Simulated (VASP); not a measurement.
VASP input:

### POSCAR
```
VH2
1
   -1.8706000000     1.8706000000     4.7019510000
    1.8706000000    -1.8706000000     4.7019510000
    1.8706000000     1.8706000000    -4.7019510000
V H
2 4
Direct
  0.5000000000   0.5000000000   0.0000000000
  0.2500000000   0.7500000000   0.5000000000
  0.2919000000   0.2919000000   0.0000000000
  0.0419000000   0.5419000000   0.5000000000
  0.4581000000   0.9581000000   0.5000000000
  0.7081000000   0.7081000000   0.0000000000
```

KPOINTS:
```
Automatic mesh
0
Gamma
5 5 5
0 0 0
```

INCAR:
```
ALGO = Normal
EDIFF = 1E-6
MAGMOM = 2.0 2.0 0.0 0.0 0.0 0.0
ISMEAR = -1   ! Fermi-Dirac
ISIF = 2   ! forces and stress, cell fixed
NELM = 100
PREC = Accurate
LORBIT = 11   ! lm-projected
LASPH = .True.   ! aspherical one-centre terms
SYSTEM = VH2
LCHARG = .False.
LWAVE = .False.
LREAL = .False.
ENCUT = 300
SIGMA = 0.1   ! width (eV)
LMAXMIX = 4   ! l cut-off of mixed one-centre charges
GGA = PE   ! PBE
ISPIN = 2   ! spin-polarised
```

POTCAR, in this order: V_sv H (PBE.64 set). Program: vasp_std.

Q: Write an equivalent input for Ansatz.

A: One equivalent input (not run):
Ansatz 0.2 input:
```yaml
crystal:
  lattice:
    - [-1.8706000, 1.8706000, 4.7019510]
    - [1.8706000, -1.8706000, 4.7019510]
    - [1.8706000, 1.8706000, -4.7019510]
  atoms:
    - { symbol: V, position: [0.5000000, 0.5000000, 0.0000000], spin: 2 }
    - { symbol: V, position: [0.2500000, 0.7500000, 0.5000000], spin: 2 }
    - { symbol: H, position: [0.2919000, 0.2919000, 0.0000000] }
    - { symbol: H, position: [0.0419000, 0.5419000, 0.5000000] }
    - { symbol: H, position: [0.4581000, 0.9581000, 0.5000000] }
    - { symbol: H, position: [0.7081000, 0.7081000, 0.0000000] }
kpoints:
  mp_grid: { grid: [5, 5, 5] }
hamiltonian:
  xc: pbe
  pseudopotentials: { kind: paw }
magnetization: { spin_polarized: true }
scf:
  occupations: { method: fermi_dirac, width: 0.1 }
  max_iter: 100
output: { forces: true, stress: true, eigenvalues: true }
```
What does not carry over: each code has its own PAW files, so the cut-off isn't converted (ENCUT is set for VASP's; basis.ecutwfc is left out, and Ansatz then takes the one that its files recommend); Ansatz stops its SCF on the density residual and VASP on the energy change (EDIFF).

The structure was generated: VH2 was put into an ordered model structure, which need not be its known phase. The cell was not relaxed at this level, and its volume differs by -5.9 % from the start's. The k-mesh is coarse (spacing up to 0.48 per Å, 2π included), so the numbers may not be converged in it.
